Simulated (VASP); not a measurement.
An input for Ansatz (written as the equivalent of a VASP run, and not itself run):

Ansatz 0.2 input:
```yaml
crystal:
  lattice:
    - [0.0000000, 3.2735677, 3.2735677]
    - [3.2735677, 0.0000000, 3.2735677]
    - [3.2735677, 3.2735677, 0.0000000]
  atoms:
    - { symbol: Hg, position: [0.0000000, 0.0000000, 0.0000000] }
    - { symbol: Te, position: [0.2500000, 0.2500000, 0.2500000] }
kpoints:
  mp_grid: { grid: [9, 9, 9] }
hamiltonian:
  xc: pbe
  dispersion: d4
  pseudopotentials: { kind: paw }
scf:
  occupations: { method: methfessel_paxton, width: 0.1 }
  max_iter: 100
relax:
  max_steps: 60
  f_tol: 0.01
  cell: {}
output: { forces: true, stress: true, eigenvalues: true }
```

### Question
Translate this input to VASP (INCAR, KPOINTS, POSCAR, choice of POTCAR).

### Answer
Several could match; the one computed here: 
**INCAR**
```
! general
SYSTEM   =  HgTe
PREC     =  Accurate
ENCUT    =  520
LREAL    =  .FALSE.
LASPH    =  .TRUE.

! electronic loop
EDIFF    =  1E-6
NELM     =  100
ALGO     =  Normal
LMAXMIX  =  6

! smearing
ISMEAR   =  1
SIGMA    =  0.1

! functional
GGA      =  PE
IVDW     =  13

! ions
IBRION   =  2
NSW      =  60
ISIF     =  3
EDIFFG   =  -0.01

! output
LWAVE    =  .FALSE.
LCHARG   =  .FALSE.
```

File KPOINTS:
```
Automatic mesh
0
Gamma
9 9 9
0 0 0
```

### POSCAR
```
HgTe
1.0
  0.0000000000   3.2735676523   3.2735676523
  3.2735676523   0.0000000000   3.2735676523
  3.2735676523   3.2735676523   0.0000000000
Hg Te
1 1
Direct
  0.0000000000   0.0000000000   0.0000000000
  0.2500000000   0.2500000000   0.2500000000
```

POTCAR, in this order: Hg Te (PBE.64 set). Program: vasp_std.

What does not carry over: each code has its own PAW files, so the cut-off isn't converted (ENCUT is set for VASP's; basis.ecutwfc is left out, and Ansatz then takes the one that its files recommend); Ansatz stops its SCF on the density residual and VASP on the energy change (EDIFF).

The compound is HgTe in the zinc blende structure. It was relaxed first. The start is the result of an earlier pass.
